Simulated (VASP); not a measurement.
OSZICAR of a VASP run on AuZn (CsCl type):

**OSZICAR**
```
       N       E                     dE             d eps       ncg     rms          rms(c)
DAV:   1     0.124209592812E+03    0.12421E+03   -0.11551E+04  1712   0.192E+03
DAV:   2    -0.109022232364E+01   -0.12530E+03   -0.12112E+03  1750   0.334E+02
DAV:   3    -0.516602535621E+01   -0.40758E+01   -0.40591E+01  2058   0.697E+01
DAV:   4    -0.518831850036E+01   -0.22293E-01   -0.22291E-01  1890   0.465E+00
DAV:   5    -0.518858967480E+01   -0.27117E-03   -0.27117E-03  2114   0.514E-01    0.783E+00
DAV:   6    -0.478132831200E+01    0.40726E+00   -0.14466E+00  1750   0.144E+01    0.506E+00
DAV:   7    -0.475745344004E+01    0.23875E-01   -0.31938E-02  2287   0.400E+00    0.273E+00
DAV:   8    -0.474936035125E+01    0.80931E-02   -0.10419E-02  2037   0.122E+00    0.149E-01
DAV:   9    -0.474939644636E+01   -0.36095E-04   -0.42203E-04  1876   0.230E-01    0.785E-02
DAV:  10    -0.474940785719E+01   -0.11411E-04   -0.49173E-05  2107   0.136E-01    0.169E-02
DAV:  11    -0.474940773637E+01    0.12082E-06   -0.14823E-05  1890   0.101E-01    0.381E-03
DAV:  12    -0.474940767138E+01    0.64996E-07   -0.30257E-07   980   0.132E-02
   1 F= -.47494077E+01 E0= -.47494529E+01  d E =-.474941E+01
       N       E                     dE             d eps       ncg     rms          rms(c)
DAV:   1    -0.476148762443E+01   -0.12080E-01   -0.17759E-01  1715   0.772E+00    0.729E-01
DAV:   2    -0.475046068931E+01    0.11027E-01   -0.37314E-02  1960   0.415E+00    0.255E-01
DAV:   3    -0.474980817492E+01    0.65251E-03   -0.12396E-03  1743   0.368E-01    0.171E-01
DAV:   4    -0.474958101446E+01    0.22716E-03   -0.15874E-04  2568   0.336E-01    0.376E-02
DAV:   5    -0.474955884299E+01    0.22171E-04   -0.37597E-05  1890   0.785E-02    0.582E-03
DAV:   6    -0.474955920391E+01   -0.36093E-06   -0.16635E-06  1166   0.146E-02
   2 F= -.47495592E+01 E0= -.47495959E+01  d E =-.151533E-03
       N       E                     dE             d eps       ncg     rms          rms(c)
DAV:   1    -0.475077894166E+01   -0.12201E-02   -0.17288E-02  1722   0.240E+00    0.228E-01
DAV:   2    -0.474969362256E+01    0.10853E-02   -0.37287E-03  1953   0.135E+00    0.778E-02
DAV:   3    -0.474963404402E+01    0.59579E-04   -0.12436E-04  1729   0.116E-01    0.521E-02
DAV:   4    -0.474961540942E+01    0.18635E-04   -0.13301E-05  2547   0.104E-01    0.146E-02
DAV:   5    -0.474961350705E+01    0.19024E-05   -0.35777E-06  1678   0.228E-02    0.178E-03
DAV:   6    -0.474961341738E+01    0.89668E-07   -0.23600E-07   896   0.691E-03
   3 F= -.47496134E+01 E0= -.47496531E+01  d E =-.205746E-03
```

Problem. Which electronic solver shows in the log?

Solution. It is blocked Davidson (ALGO = Normal, or the opening steps of other solvers). The INCAR had ALGO = Normal.

Problem. Can the final energy be trusted as converged?

Solution. The run converged. It stopped with EDIFF = 1E-6, NELM = 100, NSW = 40 and EDIFFG = -0.02 after 3 ionic steps (PBE GGA, plane waves, VASP's PBE PAW potentials (set 64)).

The compound is AuZn in the CsCl type structure. This run relaxes it. Symmetry was kept, so distortions that lower it aren't found. The electron count is odd and the run is not spin-polarised, which forces a metal.
